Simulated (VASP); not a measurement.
```
CELL_PARAMETERS angstrom
      0.00000     2.47500     2.47500
      2.47500     0.00000     2.47500
      2.47500     2.47500     0.00000
ATOMIC_POSITIONS crystal
  Pb 0.00000 0.00000 0.00000
```

Calculation: PBE GGA, VASP's PBE PAW potentials (set 64) (plane waves; VASP 6.6.1). Numerical set-up: 300 eV cut-off, 11×11×11 Γ-centred mesh, Gaussian smearing of 0.10 eV, potentials Pb_d.

At this cut-off the stress carries a Pulay error, which pulls relaxed volumes low.

Task: Give the stress tensor in GPa (positive for a compressed cell).

Result: 
```
1.57  0.00  0.00
0.00  1.57  0.00
0.00  0.00  1.57
```
The pressure is its mean diagonal, 1.57 GPa.

The structure is a typed Pb crystal (Fm-3m). The cell was not relaxed at this level.
